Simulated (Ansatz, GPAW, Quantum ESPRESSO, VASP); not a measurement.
## Code comparison for BPt2 (P1, 6 atoms in the cell)

Self-consistent single point.

```xyz
6
Lattice="2.9283 0.0000 0.0000 -1.4642 2.5360 0.0000 0.0000 0.0000 10.3572" Properties=species:S:1:pos:R:3 pbc="T T T"
B      1.4638     0.8438     7.7795
B      0.0003     1.6787     2.5805
Pt     1.4808     0.8554     3.9994
Pt    -0.0229     1.7044     6.3602
Pt    -0.0147     1.6809     9.1541
Pt     1.4852     0.8447     1.1979
```

Shared settings, as Ansatz (a quantum-chemistry and plane-wave program) writes them: kpoints.mp_grid.grid = 8 8 2; scf.occupations.method = fermi_dirac; scf.occupations.width = 0.136 eV. Potentials and cutoffs stand in the table.

| code | model | pressure (GPa) | largest force (eV/Å) | cutoff |
|---|---|---|---|---|
| GPAW | PBEsol, GPAW PAW datasets PBEsol (made by gpaw-setup) | – | 0.477 | 950 eV |
| Quantum ESPRESSO | PBEsol, PSlibrary PAW (PBE) pseudopotentials | -4.40 | 0.425 | 50 Ry |
| Ansatz | PBEsol, PAW files made with PBE | -5.58 | 0.497 | 420 eV |
| VASP | PBEsol, VASP's PBE PAW potentials (set 64) | -5.38 | 0.468 | 400 eV |

Size of the force on each atom (eV/Å): Sizes of forces hide their directions.

```tsv
code	B1	B2	Pt3	Pt4	Pt5	Pt6
GPAW	0.215	0.221	0.477	0.432	0.093	0.176
Quantum ESPRESSO	0.227	0.233	0.425	0.379	0.058	0.123
Ansatz	0.217	0.222	0.497	0.452	0.107	0.191
VASP	0.224	0.229	0.468	0.423	0.080	0.162
```

A dash marks a value that a program does not give, or that is left out as unsure.

On Ansatz's run: spin-orbit coupling is off. Spin polarisation is off.

The spread over the programs that give each value: pressure within 1.18 GPa; largest force within 0.072 eV/Å.

Ansatz's pressure is given at a fixed set of plane waves, as the other plane-wave codes print theirs; with its correction for the finite basis it is -5.49 GPa. The pressure of GPAW is left out: its cutoff lies under the one at which its stress was checked.

VASP's run is marked for a possible Pulay error in its stress at this cutoff; no cutoff test was made.

The starting cell comes from a database of computed structures (which also holds hypothetical and non-ambient phases and stackings), without a prior relaxation at this level. Its atoms were displaced at random from the sites of space group no. 194.

Left out of this page: CP2K and SIESTA (not drawn, or without a comparable value).

Keys are those of Ansatz 0.2.
